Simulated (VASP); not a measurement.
Given:

```xyz
6
Lattice="4.7636 0.0000 0.0000 0.0000 4.7636 0.0000 0.0000 0.0000 3.1803" Properties=species:S:1:pos:R:3 pbc="T T T"
Zn     0.0000     0.0000     0.0000
Zn     2.3818     2.3818     1.5902
F      1.4456     1.4456     0.0000
F      3.8275     0.9362     1.5902
F      0.9362     3.8275     1.5902
F      3.3180     3.3180     0.0000
```

These are PBE GGA with D3 dispersion (Becke-Johnson damping), VASP's PBE PAW potentials (set 64) (plane waves; VASP 6.6.1) values and carry that method's errors. Run with 520 eV cut-off, Gaussian smearing of 0.050 eV, potentials Zn F.

Give the energies of bands 15 to 28 at the high-symmetry points, in eV from the valence-band maximum.

```csv
band,Γ,X,M,Z,R,A
15,-2.89,-2.65,-2.89,-2.79,-2.94,-2.80
16,-2.89,-2.65,-2.89,-2.79,-2.94,-2.80
17,-2.84,-2.06,-2.40,-2.61,-2.81,-2.43
18,-2.46,-2.06,-2.40,-2.61,-2.81,-2.43
19,-1.84,-1.83,-1.96,-1.55,-2.34,-1.30
20,-1.53,-1.83,-1.96,-1.55,-2.34,-1.30
21,-1.32,-1.41,-1.55,-1.25,-1.55,-1.30
22,-1.32,-1.41,-1.55,-1.25,-1.55,-1.30
23,-0.98,-0.58,-1.11,-1.22,-1.19,-1.18
24,-0.30,-0.58,-1.11,-1.22,-1.19,-1.18
25,-0.30,-0.38,-0.32,-1.18,-0.03,-0.75
26,0.00,-0.38,-0.32,-1.18,-0.03,-0.75
27,3.43,5.99,6.85,8.05,8.53,7.90
28,9.09,5.99,6.85,8.05,8.53,7.90
```

The gap is direct, 3.43 eV, from the valence maximum at Γ to the conduction minimum at Γ.

Measured: gap 7.50 eV (computed value off by -4.07 eV), as given by Dominik Kurzydłowski et al., Inorganic Chemistry (2020), arXiv:1912.01850 [midpoint of the printed range].

The compound is ZnF2 in the rutile structure. It was relaxed first.
